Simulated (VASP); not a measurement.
Write the native input for VASP 6.6.1 that does the following.

```
Task                   : Born charges and dielectric tensor
Functional             : LDA
Potentials or basis    : VASP PAW LDA potentials, release 64 (Cd, Se)
Cutoff                 : 600 eV
k mesh                 : 10 × 10 × 10
Occupations            : gaussian, width 0.02 eV
Spin                   : no spin polarisation
Further INCAR settings : ALGO = Fast; EDIFF = 1e-08; IBRION = 8; NSW = 1
```

The structure of CdSe lies in POSCAR:

```
CdSe
1.0
    0.0000000000      3.0113700000      3.0113700000
    3.0113700000      0.0000000000      3.0113700000
    3.0113700000      3.0113700000      0.0000000000
Cd Se
1 1
Direct
    0.0000000000      0.0000000000      0.0000000000
    0.2500000000      0.2500000000      0.2500000000
```

Measurements of this composition are mostly on another form, of space group No. 186.

The input as run:

INCAR

```
SYSTEM = CdSe
PREC = Accurate ; ENCUT = 600
EDIFF = 1E-8 ; ISMEAR = 0
SIGMA = 0.02 ; LREAL = .False.
LASPH = .True. ; NELM = 80
ALGO = Fast ; ISIF = 2
LWAVE = .False. ; LCHARG = .False.
LEPSILON = .True. ; IBRION = 8
NSW = 1
```

KPOINTS

```
regular mesh
0
Gamma
  10 10 10
  0 0 0
```

Potentials or basis: VASP PAW LDA potentials, release 64 (Cd, Se).

Launch:

```bash
$ cat potpaw_LDA.64/Cd/POTCAR potpaw_LDA.64/Se/POTCAR > POTCAR
$ mpirun -np 1 vasp_std > vasp.out
```

It gave:

| Quantity | Value |
| --- | --- |
| Band gap on the k mesh | 0.42 eV, direct |
| Electronic dielectric tensor (diagonal) | 14.22 |
| Born charges (mean of the diagonal) | Cd +2.30; Se -2.30 e |
| Highest phonon frequency at Γ, LO-TO splitting left out | 176 cm⁻¹ |

Caveat: the gap is small at this level, which inflates the dielectric constant.

Run time: 14 min on 1 thread of Intel(R) Xeon(R) Platinum 8259CL CPU @ 2.50GHz (Skylake/Cascade Lake), with other jobs on the host, peak memory 0.51 GiB.
